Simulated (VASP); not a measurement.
Level of theory: PBEsol GGA, VASP's PBE PAW potentials (set 64) (plane waves; VASP).

The input files of a VASP run:

### INCAR
```
SYSTEM = AgI(100) slab
SIGMA = 0.05
NELMIN = 4
LASPH = T
LDIPOL = T
LMAXMIX = 4
GGA = PS
ISIF = 2
ALGO = Normal
PREC = Normal
IBRION = 2
LCHARG = F
IDIPOL = 3
ISMEAR = 0   # Gaussian
EDIFFG = -0.03
ENCUT = 400
LWAVE = T
EDIFF = 1E-5   # SCF stop (eV)
NSW = 50   # most ionic steps
LREAL = F   # projection in real space or not
DIPOL = 0.5 0.5 0.5
NELM = 100   # most electronic steps
```

### POSCAR
```
AgI(100) slab
1
    7.4477684278     0.0000000000     0.0000000000
    0.0000000000     4.5623411492     0.0000000000
    0.0000000000     0.0000000000    26.7629217953
Ag I
6 6
Direct
  0.0000000000   0.0000000000   0.6722390000
  0.5000000000   0.5000000000   0.6230280000
  0.0000000000   0.5000000000   0.5246060000
  0.5000000000   0.0000000000   0.4753940000
  0.0000000000   0.0000000000   0.3769720000
  0.5000000000   0.5000000000   0.3277610000
  0.3750000000   0.0000000000   0.6722390000
  0.8750000000   0.5000000000   0.6230280000
  0.3750000000   0.5000000000   0.5246060000
  0.8750000000   0.0000000000   0.4753940000
  0.3750000000   0.0000000000   0.3769720000
  0.8750000000   0.5000000000   0.3277610000
```

**KPOINTS**
```
Automatic mesh
0
Gamma
3 5 1
0 0 0
```

POTCAR, in this order: Ag I (PBE.64 set). Program: vasp_std.

Unless said otherwise, spin-orbit coupling is left out, though it shifts the bands of the heavy elements here.

Question: Estimate the energy per atom (σ→0), band gap (on the k-mesh).

Answer: 
```yaml
energy per atom (σ→0): -259.3 kJ/mol of atoms
band gap (on the k-mesh): 1.59 eV
```

**OSZICAR**
```
...
  19 F= -.32249070E+02 E0= -.32249070E+02  d E =-.571044E-02
       N       E                     dE             d eps       ncg     rms          rms(c)
DAV:   1    -0.322480425651E+02    0.10279E-02   -0.22152E+00   768   0.504E+00    0.309E-01
DAV:   2    -0.322505642109E+02   -0.25216E-02   -0.26064E-02   888   0.705E-01    0.119E-01
DAV:   3    -0.322505564108E+02    0.78001E-05   -0.35848E-04   912   0.858E-02    0.816E-02
DAV:   4    -0.322505380049E+02    0.18406E-04   -0.77532E-05   872   0.345E-02    0.307E-02
DAV:   5    -0.322505399058E+02   -0.19009E-05   -0.84641E-06   560   0.127E-02
  20 F= -.32250540E+02 E0= -.32250540E+02  d E =-.147011E-02
```

The cell is a thin slab with vacuum, built from AgI (wurtzite): (100) face.
